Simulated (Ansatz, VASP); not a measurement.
# HfIn4SiO6 in VASP and in Ansatz

```
Hf In Si O
1.0
     2.73384   -4.73472    0.00839
     2.73384    4.73472    0.00839
    -1.89160    0.00000    7.45029
Hf In Si O
1 4 1 6
Direct
  0.78835 0.21165 0.00000
  0.62175 0.37825 0.50000
  0.45502 0.54498 0.00000
  0.28407 0.71593 0.50000
  0.95814 0.04186 0.50000
  0.12168 0.87832 0.00000
  0.06219 0.11415 0.86666
  0.88585 0.93781 0.13334
  0.79490 0.53784 0.86663
  0.46216 0.20510 0.13337
  0.15352 0.62879 0.13333
  0.37121 0.84648 0.86667
```

Change from the starting cell: volume scaled by 1.02.

Alike in both runs: task single point; functional PBE; k mesh 6 × 6 × 4; occupations fermi-dirac, width 0.05 eV; no spin polarisation.

|  | VASP | Ansatz |
| --- | --- | --- |
| version | VASP 6.6.1 | Ansatz 0.2.0 |
| potentials or method | VASP PAW PBE potentials, release 64 (Hf_pv, In_d, Si, O) | Ansatz PAW |
| plane-wave cutoff (eV) | 520 | 420 |
| valence electrons in the cell | 102 | 118 |

|  | VASP | Ansatz | Ansatz less VASP |
| --- | --- | --- | --- |
| gap on the k mesh at the Fermi level (eV) | none | none | - |
| pressure (GPa) | -2.6 | -2.2 | +0.41 |
| largest component of the traceless stress (GPa) | 0.53 | 0.45 | -0.076 |
| rms of the force components (eV/Å) | 0.112 | 0.077 | -0.0358 |

Atom by atom the forces differ by 0.053 eV/Å (rms over components). A gap of «none» marks a metal or a gap that the smearing closes. The functional is the same, so the differences come from potentials, cutoffs and numerics. The two sets of potentials don't hold the same shells in valence.

Caveats: the pressure holds a Pulay correction of +0.4 GPa for the finite cutoff (Ansatz). Spin-orbit coupling is left out, which matters for the levels of Hf.
